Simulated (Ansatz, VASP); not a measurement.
**TlBi: VASP beside Ansatz**

```
Tl Bi
1.0
     3.99171    0.00000    0.00000
     0.00000    3.99171    0.00000
     0.00000    0.00000    3.99171
Tl Bi
1 1
Direct
  0.00000 0.00000 0.00000
  0.50000 0.50000 0.50000
```

The cell comes from a database or a generator and needn't be the stable form of this composition.

Alike in both runs: task single point; functional LDA; k mesh 12 × 12 × 12; occupations gaussian, width 0.15 eV; no spin polarisation.

|  | VASP | Ansatz |
| --- | --- | --- |
| version | VASP 6.6.1 | Ansatz 0.2.0 |
| potentials or method | VASP PAW LDA potentials, release 64 (Tl_d, Bi_d) | scalar-relativistic, plane waves, PAW |
| plane-wave cutoff (eV) | 520 | 420 |
| valence electrons in the cell | 28 | 28 |

|  | VASP | Ansatz | Ansatz less VASP |
| --- | --- | --- | --- |
| gap on the k mesh at the Fermi level (eV) | none | none | - |
| pressure (GPa) | -4.3 | -4.3 | -0.01 |

A gap of «none» marks a metal or a gap that the smearing closes.

Caveats: spin-orbit coupling is left out, which moves the levels of the heavy elements.
